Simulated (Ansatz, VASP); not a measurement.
**CdS (Hawleyite) in two plane-wave programs**

Aim: how closely do two programs agree when they are given the same cell, functional and k mesh? The cell is taken from a series of runs on this material, whose earlier steps may have relaxed, scaled, displaced or heated it; both programs get it as it stands.

Calculated with Ansatz 0.2.0; plane waves, with VASP 6.6.1 beside it; relaxation of cell and atoms at PBE.

### Step 1. The starting structure

It takes space group F-43m (No. 216, cubic). Conventional cell: a = 5.926 Å, b = 5.926 Å, c = 5.926 Å, α = 90.00°, β = 90.00°, γ = 90.00°. Nearest to Cd lie 4 S at 2.57 Å. S has 4 Cd at 2.57 Å nearest. Farther neighbours and most contacts between anions are not listed.

Structure file:

```
Cd S
1.0
     0.00000    2.96321    2.96321
     2.96321    0.00000    2.96321
     2.96321    2.96321    0.00000
Cd S
1 1
Cartesian
  0.0000 0.0000 0.0000
  1.4816 1.4816 1.4816
```

### Step 2. VASP: relaxation of cell and atoms, PBE

The relaxed volume is the usual yardstick between codes: in a stiff, nearly cubic crystal its relative difference is about their pressure difference at one cell divided by the bulk modulus.

Lines of VASP's logs that name or quote its potential files are left out, and so is its time.

Input file INCAR:

```
SYSTEM = CdS
PREC = Accurate
ENCUT = 500
EDIFF = 1E-07
NELM = 120
ISMEAR = 0
SIGMA = 0.01
LREAL = .FALSE.
ALGO = Normal
GGA = PE
NBANDS = 15
LORBIT = 11
LWAVE = .FALSE.
LCHARG = .FALSE.
ISIF = 3
IBRION = 2
NSW = 80
EDIFFG = -0.005
LASPH = .TRUE.
GGA_COMPAT = .FALSE.
NELMIN = 4
EFERMI = MIDGAP
```

Input file POSCAR:

```
CdS
1.0
    0.0000000000      2.9632110000      2.9632110000
    2.9632110000      0.0000000000      2.9632110000
    2.9632110000      2.9632110000      0.0000000000
Cd S
1 1
Direct
    0.0000000000      0.0000000000      0.0000000000
    0.2500000844      0.2500000844      0.2500000844
```

Input file KPOINTS:

```
Automatic mesh
0
Gamma
8 8 8
0 0 0
```

PAW data sets: Cd and S (PBE family, release 64).

Run with:

```sh
mpirun -np 1 vasp_std
```

Numbers of over 12 decimals in the logs are rounded to 6 here.

The program printed:

```text
[banner, memory and clock lines left out]
running    1 mpi-ranks, on    1 nodes
 distrk:  each k-point on    1 cores,    1 groups
 distr:  one band on    1 cores,    1 groups

 POSCAR found type information on POSCAR CdS
 POSCAR found :  2 types and       2 ions
 LDA part: xc-table for (Slater+PW92), standard interpolation
 POSCAR, INCAR and KPOINTS ok, starting setup
 FFT: planning ... GRIDC
 FFT: planning ... GRID_SOFT
 FFT: planning ... GRID
 WAVECAR not read
 entering main loop
       N       E                     dE             d eps       ncg     rms          rms(c)
DAV:   1     0.100809782267E+03    0.10081E+03   -0.90153E+03   902   0.106E+03
DAV:   2    -0.259725960842E+01   -0.10341E+03   -0.98180E+02  1017   0.255E+02
DAV:   3    -0.667324726542E+01   -0.40760E+01   -0.40627E+01  1087   0.527E+01
DAV:   4    -0.669971777506E+01   -0.26471E-01   -0.26468E-01  1101   0.413E+00
DAV:   5    -0.670010115642E+01   -0.38338E-03   -0.38338E-03  1094   0.477E-01    0.733E+00
DAV:   6    -0.616400176602E+01    0.53610E+00   -0.91432E-01  1261   0.119E+01    0.598E+00
DAV:   7    -0.614674238112E+01    0.17259E-01   -0.19283E-01  1038   0.317E+00    0.301E+00
DAV:   8    -0.614696225935E+01   -0.21988E-03   -0.16988E-02   982   0.171E+00    0.274E-01
DAV:   9    -0.614687041583E+01    0.91844E-04   -0.20630E-03  1073   0.670E-01    0.621E-02
DAV:  10    -0.614702571668E+01   -0.15530E-03   -0.26716E-04   996   0.156E-01    0.742E-02
DAV:  11    -0.614711225035E+01   -0.86534E-04   -0.13587E-04   975   0.972E-02    0.215E-02
DAV:  12    -0.614710278454E+01    0.94658E-05   -0.27180E-05  1195   0.679E-02    0.918E-03
DAV:  13    -0.614710390098E+01   -0.11164E-05   -0.35037E-06   982   0.116E-02    0.711E-03
DAV:  14    -0.614710376692E+01    0.13405E-06   -0.18696E-07  1069   0.293E-03    0.450E-03
DAV:  15    -0.614710375648E+01    0.10448E-07   -0.18405E-08   631   0.101E-03
   1 F= -.61471038E+01 E0= -.61471038E+01  d E =-.614710E+01
 curvature:   0.00 expect dE= 0.000E+00 dE for cont linesearch  0.000E+00
 trial: gam= 0.00000 g(F)=  0.294E-39 g(S)=  0.647E-03 ort = 0.000E+00 (trialstep = 0.100E+01)
 search vector abs. value=  0.647E-03
 bond charge predicted
       N       E                     dE             d eps       ncg     rms          rms(c)
DAV:   1    -0.615515953834E+01   -0.80558E-02   -0.15134E-01   919   0.477E+00    0.686E-01
DAV:   2    -0.614817187358E+01    0.69877E-02   -0.15532E-02   975   0.183E+00    0.239E-01
DAV:   3    -0.614742921118E+01    0.74266E-03   -0.17971E-03  1108   0.471E-01    0.203E-01
DAV:   4    -0.614734434297E+01    0.84868E-04   -0.10632E-04   919   0.981E-02    0.460E-02
DAV:   5    -0.614733418152E+01    0.10161E-04   -0.16231E-05  1108   0.595E-02    0.993E-03
DAV:   6    -0.614733414543E+01    0.36088E-07   -0.29811E-06   912   0.216E-02    0.621E-03
DAV:   7    -0.614733426982E+01   -0.12439E-06   -0.33378E-07   996   0.439E-03    0.249E-03
DAV:   8    -0.614733422830E+01    0.41528E-07   -0.49934E-08   540   0.285E-03
   2 F= -.61473342E+01 E0= -.61473342E+01  d E =-.230472E-03
 trial-energy change:   -0.000230  1 .order   -0.000235   -0.000647    0.000177
 step:   0.7795(harm=  0.7850)  dis= 0.00000  next Energy=    -6.147354 (dE=-0.250E-03)
 bond charge predicted
       N       E                     dE             d eps       ncg     rms          rms(c)
DAV:   1    -0.614773433432E+01   -0.40006E-03   -0.73438E-03   905   0.105E+00    0.149E-01
DAV:   2    -0.614738775260E+01    0.34658E-03   -0.76474E-04   982   0.409E-01    0.516E-02
DAV:   3    -0.614735341682E+01    0.34336E-04   -0.87838E-05  1094   0.103E-01    0.435E-02
DAV:   4    -0.614735313547E+01    0.28135E-06   -0.51512E-06   898   0.221E-02    0.100E-02
DAV:   5    -0.614735391094E+01   -0.77547E-06   -0.75048E-07  1094   0.129E-02    0.247E-03
DAV:   6    -0.614735406393E+01   -0.15299E-06   -0.14164E-07   568   0.472E-03    0.120E-03
DAV:   7    -0.614735404574E+01    0.18196E-07   -0.19544E-08   484   0.133E-03
   3 F= -.61473540E+01 E0= -.61473540E+01  d E =-.250289E-03
 curvature:  -0.39 expect dE=-0.767E-07 dE for cont linesearch -0.767E-07
 trial: gam=-0.01709 g(F)=  0.962E-41 g(S)=  0.196E-06 ort = 0.113E-04 (trialstep = 0.956E+00)
 search vector abs. value=  0.159E-09
 reached required accuracy - stopping structural energy minimisation
```

Parts of OUTCAR (step 2):

```text
ion  position               nearest neighbor table
   1  0.000  0.000  0.000-   2 2.57   2 2.57   2 2.57   2 2.57
   2  0.250  0.250  0.250-   1 2.57   1 2.57   1 2.57   1 2.57

  LATTYP: Found a face centered cubic cell.
 ALAT       =     5.9264220000

 Subroutine GETGRP returns: Found 24 space group operations
 (whereof 24 operations were pure point group operations)

The static configuration has the point symmetry T_d .

 Found     29 irreducible k-points:

   k-points           NKPTS =     29   k-points in BZ     NKDIM =     29   number of bands    NBANDS=     15

   dimension x,y,z NGX =    32 NGY =   32 NGZ =   32
   dimension x,y,z NGXF=    64 NGYF=   64 NGZF=   64

   ENCUT  =  500.0 eV  36.75 Ry    6.06 a.u.   7.64  7.64  7.64*2*pi/ulx,y,z

   NELECT =      18.0000    total number of electrons

 k-points in reciprocal lattice and weights: Automatic mesh
   0.00000000  0.00000000  0.00000000       0.002
   0.12500000  0.00000000  0.00000000       0.016
   0.25000000  0.00000000  0.00000000       0.016
   0.37500000  0.00000000  0.00000000       0.016
   0.50000000  0.00000000  0.00000000       0.008
   0.12500000  0.12500000  0.00000000       0.012
   0.25000000  0.12500000  0.00000000       0.047
   0.37500000  0.12500000  0.00000000       0.047
   0.50000000  0.12500000  0.00000000       0.047
[...]
-0.37500000  0.50000000  0.12500000       0.023
  -0.25000000  0.50000000  0.25000000       0.012

 average (electrostatic) potential at core
       1 -39.6363       2 -89.4968

 E-fermi :   1.3914

 k-point     1 :       0.0000    0.0000    0.0000
  band No.  band energies     occupation
    ...
      5      -6.2661      2.00000
      6      -6.2661      2.00000
      7       0.8756      2.00000
      8       0.8756      2.00000
      9       0.8756      2.00000
     10       1.9073      0.00000
     11       7.4260      0.00000
     12       7.4260      0.00000
     13       7.4260      0.00000
     14      12.0221      0.00000
    ...

 k-point     2 :       0.1250    0.0000    0.0000
  band No.  band energies     occupation
    ...
      5      -6.2669      2.00000
      6      -6.2669      2.00000
      7      -0.1169      2.00000
      8       0.7658      2.00000
      9       0.7658      2.00000
     10       2.7423      0.00000
     11       7.1537      0.00000
     12       7.6119      0.00000
     13       7.6119      0.00000
     14      11.6962      0.00000
    ...

 k-point     3 :       0.2500    0.0000    0.0000
  band No.  band energies     occupation
    ...
      5      -6.2622      2.00000
      6      -6.2622      2.00000
      7      -1.4957      2.00000
      8       0.5178      2.00000
      9       0.5178      2.00000
     10       3.5413      0.00000
     11       7.1138      0.00000
     12       7.9017      0.00000
     13       7.9017      0.00000
     14      11.4639      0.00000
    ...

  Total        0.0016444      0.0016444      0.0016444      0.0000000      0.0000000      0.0000000
  in kB        0.0503591      0.0503591      0.0503591      0.0000000      0.0000000      0.0000000
  external PRESSURE =       0.0503591 kB  Pullay stress =       0.0000000 kB

  energy-cutoff  :      500.00
  volume of cell :       52.32
      direct lattice vectors                 reciprocal lattice vectors
     0.000000000  2.968478827  2.968478827    -0.168436438  0.168436438  0.168436438
     2.968478827  0.000000000  2.968478827     0.168436438 -0.168436438  0.168436438
     2.968478827  2.968478827  0.000000000     0.168436438  0.168436438 -0.168436438

 POSITION                                       TOTAL-FORCE (eV/Angst)
 -----------------------------------------------------------------------------------
      0.00000      0.00000      0.00000         0.000000      0.000000     -0.000000
      1.48424      1.48424      1.48424        -0.000000     -0.000000      0.000000
 -----------------------------------------------------------------------------------
    total drift:                               -0.000257     -0.000257     -0.000257

  FREE ENERGIE OF THE ION-ELECTRON SYSTEM (eV)
  ---------------------------------------------------
  free  energy   TOTEN  =        -6.1473540457 eV

  energy  without entropy=       -6.1473540457  energy(sigma->0) =       -6.14735405

 reached required accuracy - stopping structural energy minimisation

 total charge
# of ion       s       p       d       tot
------------------------------------------
    1        0.417   0.297   9.564  10.277
    2        1.325   2.380   0.000   3.705
--------------------------------------------------
tot          1.742   2.677   9.564  13.983

[... 3 further parts left out ...]
```

The run keeps the 24 symmetry operations of its start, so it cannot find a distortion of lower symmetry.

### Step 3. Ansatz: relaxation of cell and atoms, PBE

Ansatz runs on its default PAW (the set named soft_2) files.

The same cell, functional and mesh now go to Ansatz, which takes its cutoff from its data sets.

Input file input.yaml:

```yaml
crystal:
  lattice:
    - [0.0, 2.9632113916, 2.9632113916]
    - [2.9632113916, 0.0, 2.9632113916]
    - [2.9632113916, 2.9632113916, 0.0]
  atoms:
    - { symbol: Cd, position: [0.0, 0.0, 0.0] }
    - { symbol: S, position: [0.25, 0.25, 0.25] }
kpoints:
  mp_grid: { grid: [8, 8, 8] }
hamiltonian:
  xc: pbe
scf:
  occupations: { method: fixed }
output:
  forces: true
  stress: true
  eigenvalues: true
relax:
  adjacent_minimum: "off"
  f_tol: 0.001
  max_steps: 60
  cell: { stress_tol: 0.01 }
```

Run with:

```sh
ansatz run input.yaml --threads 2 --pin off --max-ram 5120MiB --backend cpu --events-out ev --progress --plain --runs-dir out
```

The program printed:

```text
Engine: ansatz 0.2.0, aarch64-unknown-linux-gnu
Pseudopotentials: kind: paw
Pseudopotential: Cd, paw, valence charge 20, recommended cutoff 420 eV (normal), Cd.paw.azcp
Pseudopotential: S, paw, valence charge 6, recommended cutoff 420 eV (normal), S.paw.azcp
Functional definition: PBE
  parameter kappa = 0.804
  parameter beta = 0.066725
  exchange = pbe_x(kappa = kappa, mu = beta*pi^2/3)
  correlation = pbe_c(beta = beta)
Crystal: 2 atoms, lattice volume = 52.038 Å³
Basis set: ecut = 420 eV, 965 PW (Γ), exchange–correlation on 60×60×60 points (8 copies of the dense FFT grid, shifted against one another)
Bands: 17, of which v1, the nominal top of the filled ones, is band 13 counted from 1 (12 counted from 0)
Symmetry: 24 space group operations
Space group: F-43m (ITA 216), of the structure as read, at distance tolerance 3.7e-5 Å
k-points: 29 of 512 (time reversal used)
Non-local potential: Cd, projectors of the file, l = 0: 3, l = 1: 2, l = 2: 2, l = 3: 1
Non-local potential: S, projectors of the file, l = 0: 2, l = 1: 2, l = 2: 2
PAW form: soft (Blöchl's): semilocal exchange-correlation on the pseudo side does not see the compensation charge
PAW one-centre angular grid: Cd, 590 points (default); XC on 64 Gauss nodes
PAW one-centre angular grid: S, 110 points (default); XC on 64 Gauss nodes
Initial density: superposition of atomic densities (neutral atoms: chi_scale 0, normalization atom), corrected by the library's trained network
Initial wavefunctions: pseudopotential atomic-orbital guess
Functional: x = pbe(κ = 0.804, μ = 0.219515), c = pbe(β = 0.066725)
SCF iter   1: F=—  HF=-9157.827774 eV  |F-HF|=—  |Δ(HF+E_count)|=         —  Δρ=6.00e-4  dr2=3.08e-4  ethr=1.77e-3  ⟨swp⟩=4.9  Hψ=2113  notcnv=0  defer=55
preconditioner: auto → none  [insulator: Δε(μ)=1.034 eV  Ē_g=12.175 eV  n_scr=14 (ndim 8)  ℏωp=21.8 eV  f_vac=0.140  ε∞_Penn≈4.2]
SCF iter   2: F=—  HF=-9157.828429 eV  |F-HF|=—  |Δ(HF+E_count)|=   6.55e-4  Δρ=3.34e-4  dr2=3.55e-5  ethr=1.18e-6  ⟨swp⟩=3.2  Hψ=1320  notcnv=0  defer=55
SCF iter   3: F=—  HF=-9157.828450 eV  |F-HF|=—  |Δ(HF+E_count)|=   2.06e-5  Δρ=1.16e-4  dr2=3.40e-6  ethr=1.37e-7  ⟨swp⟩=2.0  Hψ=729  notcnv=0  defer=55
SCF iter   4: F=—  HF=-9157.828468 eV  |F-HF|=—  |Δ(HF+E_count)|=   1.81e-5  Δρ=3.71e-5  dr2=3.31e-7  ethr=1.31e-8  ⟨swp⟩=2.0  Hψ=754  notcnv=0  defer=55
iter 5 did not close the SCF: its close was put off for the readings that it lacked (scf_convergence_deferred on its scf_iter line)
SCF iter   5: F=-9157.828470 eV  HF=-9157.828470 eV  |F-HF|=4.96e-8  |Δ(HF+E_count)|=   2.42e-6  Δρ=5.16e-6  dr2=1.61e-8  ethr=1.27e-9  ⟨swp⟩=2.0  Hψ=754  notcnv=0  defer=56
SCF iter   6: F=-9157.828470 eV  HF=-9157.828470 eV  |F-HF|=1.45e-9  |Δ(HF+E_count)|=   5.88e-8  Δρ=2.11e-6  dr2=1.86e-9  ethr=6.20e-11  ⟨swp⟩=5.0  Hψ=2355  notcnv=0
SCF 1 converged in 6 iterations: F = -9157.828470 eV  dr2 = 1.86e-9
  greatest PAW one-centre occupation: 1.000 electrons in one spin orbital (limit 2), on the Cd atom at site 0 (counted from 0), in its partial waves of l = 0
relax step   1: F+E_penalty+E_count = -9157.82847030 eV  Δ(F+E_penalty+E_count) = +0.000e0 eV  max|allowed force component| = 1.619e-16 eV/Å  Δτ_max = 0.0000 Å  P = +0.006 GPa  Ω = 52.038 Å³  (6 SCF iters, dr2 threshold 1.00e-7 eV, accepted)
Initial density: handed on by an earlier stage of this run
Initial wavefunctions: pseudopotential atomic-orbital guess (no wavefunctions were taken with the density)
iter 1 solved again at ethr=1.13e-7 eV; its pass at ethr=3.10e-3 eV (dr2=2.94e-5 eV) is discarded
SCF iter   1: F=—  HF=-9157.828479 eV  |F-HF|=—  |Δ(HF+E_count)|=         —  Δρ=2.12e-6  dr2=1.58e-9  ethr=1.13e-7  ⟨swp⟩=3.0  Hψ=3450  notcnv=0  defer=56
eigensolver tolerance schedule: the retry pair's looser diagonalisation over-reported the residual by 18613.56 of it (diagonalisation noise at 2.12 of the residual, at the tolerance the schedule requests for it); recorded, not acted on — ethr = c·dr2/N_el stays at c = 1.0e-1
preconditioner: auto → none  [insulator: Δε(μ)=1.042 eV  Ē_g=12.168 eV  n_scr=14 (ndim 8)  ℏωp=21.8 eV  f_vac=0.140  ε∞_Penn≈4.2]
SCF iter   2: F=—  HF=-9157.828470 eV  |F-HF|=—  |Δ(HF+E_count)|=   8.54e-6  Δρ=8.15e-7  dr2=3.42e-10  ethr=6.08e-12  ⟨swp⟩=3.0  Hψ=986  notcnv=0  defer=44
SCF iter   3: F=—  HF=-9157.828470 eV  |F-HF|=—  |Δ(HF+E_count)|=  6.55e-10  Δρ=4.49e-7  dr2=1.07e-10  ethr=1.32e-12  ⟨swp⟩=2.0  Hψ=734  notcnv=0  defer=44
SCF iter   4: F=—  HF=-9157.828470 eV  |F-HF|=—  |Δ(HF+E_count)|=  1.44e-10  Δρ=1.06e-7  dr2=6.15e-12  ethr=4.11e-13 (applied; sched 1.00e-12)  ⟨swp⟩=2.0  Hψ=738  notcnv=0  defer=44
SCF iter   5: F=-9157.828470 eV  HF=-9157.828470 eV  |F-HF|=0.00e0  |Δ(HF+E_count)|=  3.46e-11  Δρ=2.49e-8  dr2=3.34e-13  ethr=1.00e-12  ⟨swp⟩=5.4  Hψ=2599  notcnv=0
SCF 2 converged in 5 iterations: F = -9157.828470 eV  dr2 = 3.34e-13
relax step   2: F+E_penalty+E_count = -9157.82847030 eV  Δ(F+E_penalty+E_count) = -8.258e-10 eV  max|allowed force component| = 1.758e-16 eV/Å  Δτ_max = 0.0000 Å  P = +0.006 GPa  Ω = 52.038 Å³  stress off target by 6.30e-3 GPa  SCF on the basis re-selected at this cell (its energy is not comparable with the rows above)  (5 SCF iters)
basis re-selected at this cell: Δ(F+E_penalty+E_count) = -8.258e-10 eV, ΔP = +0.000 GPa vs the last step (what re-selecting the basis moved, of the pressure what is left beyond the Pulay correction that the steps carried, after the strain that the cell walked since its last selection, with what the two solves' SCF thresholds leave and, on support functions, any second-order correction that the steps lacked; it is no  [...]
SCF converged after 5 iterations
Free energy (F): -9157.828470 eV
Harris-Foulkes:  -9157.828470 eV  (|F-HF|=0.00e0)
Internal energy: -9157.828470 eV  (E = F + TS)
E sigma→0 (E₀):  -9157.828470 eV
Fermi energy:    6.254899 eV
--- Per-component energies (eV) ---
  E_band       = -520.638738
  E_kinetic    = 610.840221
  E_local      = -4082.749819  (includes V_loc(G=0)·N_el)
  E_nonlocal   = 62.198121
  E_hartree    = 1871.525746
  E_xc         = -273.397247
  E_vxc        = -308.430041  (∫ρ·V_xc dr)
  E_paw        = -4683.904919  (= ΣΔE_a)
  E_vpaw       = -545.548722  (= ΣTr[D̂ρ^β])
  E_aug_tail   = 0.000015  (compensation charges beyond the density's cutoff)
  E_ewald      = -2662.340588
  E_smearing   = -0.000000  (= −TS)
  E_closure    = -0.000000  (closes the sum)
  Σ components = -9157.828470   (vs F -9157.828470, Δ=0.00e0)
--- Forces (eV/Å), atoms counted from 1 ---
  atom   1  Cd     0.00000000    -0.00000000     0.00000000
  atom   2  S     -0.00000000     0.00000000     0.00000000
  max |Σ_I F_I| component: 1.30e-16 eV/Å
--- Stress (GPa, compression-positive) ---
        0.006298       0.000000      -0.000000
        0.000000       0.006298       0.000000
       -0.000000       0.000000       0.006298
  P = ⅓ Tr σ = 0.0063 GPa (0.063 kbar)
--- Band table (eV; the first three rows and the last of 29) ---
  k-point 0: bands = [... 9 lower, -0.8898, 6.2549, 6.2549, 6.2549, 7.2966, 12.7865, 12.7865, 12.7865]
  k-point 1: bands = [... 9 lower, -0.8906, 5.2626, 6.1442, 6.1442, 8.1293, 12.5144, 12.9722, 12.9722]
  k-point 2: bands = [... 9 lower, -0.8858, 3.8771, 5.8940, 5.8940, 8.9297, 12.4743, 13.2632, 13.2632]
  k-point 28: bands = [... 9 lower, -0.3339, 2.5808, 4.1965, 4.2344, 11.4729, 11.6911, 13.3830, 14.2913]
--- Relaxed structure (1 steps of the walk, 1 accepted, 1 SCFs on fresh bases) ---
  F+E_penalty+E_count = -9157.82847030 eV   max|allowed force component| = 1.758e-16 eV/Å   (the final SCF, on the basis selected at the relaxed cell)
  cell:  # Å, volume = 52.0377 Å³
    - [0.0, 2.9632113916, 2.9632113916]
    - [2.9632113916, 0.0, 2.9632113916]
    - [2.9632113916, 2.9632113916, 0.0]
  atoms:
    - { symbol: Cd, position: [0.0, 0.0, 0.0] }
    - { symbol: S, position: [0.250000, 0.250000, 0.250000] }
```

Reading the cycles: dr2 is the Hartree energy of the density residual (eV), the measure of convergence; HF is the Harris–Foulkes estimate of the energy, which meets the free energy F at convergence.

### Step 4. Differences

Known differences besides the potentials themselves: fixed occupations in Ansatz, narrow Gaussian smearing in VASP; the data sets hold 26 valence electrons in Ansatz (on its default PAW (the set named soft_2) files) and 18 in VASP; the cutoff is 420 eV in Ansatz and 500 eV in VASP; Ansatz adds a Pulay correction to the stress that steers its cell, VASP none. Total energies have different zeros and are not compared.

Both answers:

```csv
quantity,Ansatz,VASP,difference
volume (Å³),52.04,52.32,-0.53 %
"edge a after relaxation, in the typed setting (Å)",4.191,4.198,-0.18 %
```

### Step 5. Summary of results

```
difference in volume (relaxation of cell and atoms, PBE) : -0.53 %
```

**Reading.** The difference in volume is -0.53 % (relaxation of cell and atoms, PBE), within the 1.2 % picked in this series as the mark of a large difference, as far as the stopping tolerances let one tell. The data sets hold unlike numbers of valence electrons (26 in Ansatz and 18 in VASP), so part of the differences comes from the potentials. Such differences can come from data sets, numerical settings and the points named under the comparisons, not from the functional's error against experiment.

[Lines on the potential files, build, host, timing and source positions are cut from VASP's logs without a mark.]

[Logs are printed without paths, hosts, clocks, repeated set-up lines and the standing remarks that a program may print on its own settings, such as how far it seeks lower states.]

[Hosts, paths, dates, database ids (printed as entryN), source tags and the programs' standing remarks are cut or masked in the printed files.]
